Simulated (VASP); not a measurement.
A run of VASP 6.6.1 is set up as follows.

The input POSCAR:

```
W                                       
1.0
   -1.5782064525      1.5782064525      1.5782064525
    1.5782064525     -1.5782064525      1.5782064525
    1.5782064525      1.5782064525     -1.5782064525
  W             
     1
Direct
     0.0000000000000000    0.0000000000000000    0.0000000000000000
```

File INCAR.step1:

```
PREC = Accurate ; ENCUT = 520
EDIFF = 1E-7 ; ISMEAR = 0
SIGMA = 0.1 ; LREAL = F
LASPH = T ; NELM = 100
ALGO = Normal ; ISIF = 2
LWAVE = F ; LCHARG = T
MAGMOM = 0 0 0 ; LSORBIT = T
GGA_COMPAT = F ; LMAXMIX = 4
GGA = PS ; KPAR = 4
```

Contents of KPOINTS.step1:

```
regular mesh
0
Gamma
  18 18 18
```

File INCAR.step2:

```
PREC = Accurate ; ENCUT = 520
EDIFF = 1E-7 ; ISMEAR = -5
SIGMA = 0.1 ; LREAL = F
LASPH = T ; NELM = 100
ALGO = Normal ; ISIF = 2
LWAVE = F ; LCHARG = F
MAGMOM = 0 0 0 ; LORBIT = 11
LSORBIT = T ; GGA_COMPAT = F
LMAXMIX = 4 ; GGA = PS
KPAR = 4 ; NEDOS = 2001
ICHARG = 11
```

Contents of KPOINTS.step2:

```
regular mesh
0
Gamma
  27 27 27
```

Potentials or basis: VASP PAW PBE potentials, release 64 (W_sv).

The run is started by

```sh
$ cat potpaw_PBE.64/W_sv/POTCAR > POTCAR
$ cp INCAR.step1 INCAR
$ cp KPOINTS.step1 KPOINTS
$ mpirun -np 4 vasp_ncl > vasp.out
$ cp INCAR.step2 INCAR
$ cp KPOINTS.step2 KPOINTS
$ mpirun -np 4 vasp_ncl > vasp.out
```

Q: What does it give for the net moment?

A: 0.00 μB per cell.

Moments on the atoms (μB; x, y, z):
```
W   0.00 0.00 0.00
```
